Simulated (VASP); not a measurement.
Data:

```
CELL_PARAMETERS angstrom
     -2.08400     2.08400     4.03149
      2.08400    -2.08400     4.03149
      2.08400     2.08400    -4.03149
ATOMIC_POSITIONS crystal
  Cd 0.00000 0.00000 0.00000
  Au 0.75000 0.25000 0.50000
  Au 0.25000 0.75000 0.50000
  Au 0.50000 0.50000 0.00000
```

Level of theory: PBEsol GGA with spin-orbit coupling, VASP's PBE PAW potentials (set 64) (plane waves; VASP). Numerical set-up: 400 eV cut-off, 9×9×9 Γ-centred mesh, Gaussian smearing of 0.050 eV, potentials Cd Au.

### Question
Predict the energy per atom (σ→0), band gap (over mesh and band path) with the smallest direct gap where there is one.

### Answer

- band gap (over mesh and band path) = none (metal, semimetal or under 0.01 eV)
- energy per atom (σ→0) = -3.591 eV/atom

Total energies compare only between runs with the same potentials, cut-off and functional.

The structure comes from a computed database's CdAu3 entry (I4/mmm); how it stands against other phases isn't given here. It was relaxed first.
